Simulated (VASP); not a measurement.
Data:

```
AsN
1.0
    3.24888     0.00000     0.00000
   -1.62444     2.81362     0.00000
    0.00000     0.00000     4.52815
As N
2 2
Direct
  0.00000   0.00000   0.00000
  0.00000   0.00000   0.50000
  0.33333   0.66667   0.25000
  0.66667   0.33333   0.75000
```

The numbers are results of PBE GGA, VASP's PBE PAW potentials (set 64) (plane waves; VASP), not measurements. Run with 400 eV cut-off, 6×6×4 Γ-centred mesh, Fermi-Dirac smearing of 0.10 eV, potentials As N.

At this cut-off the stress carries a Pulay error, which pulls relaxed volumes low.

Problem. Predict the energy per atom (σ→0), pressure, band gap (on the k-mesh) with the smallest direct gap where there is one.

Solution. 
```json
{
  "band gap (on the k-mesh)": "none (metal, semimetal or under 0.01 eV)",
  "energy per atom (σ→0)": "-457.9 kJ/mol-atom",
  "pressure": "48.19 GPa"
}
```

The absolute energy has meaning only against runs of the same code, potentials and settings.

The structure was generated: AsN was put into an ordered model structure, which need not be its known phase. The cell was not relaxed at this level. The k-mesh is coarse (spacing up to 0.37 per Å, 2π included), so the numbers may not be converged in it.
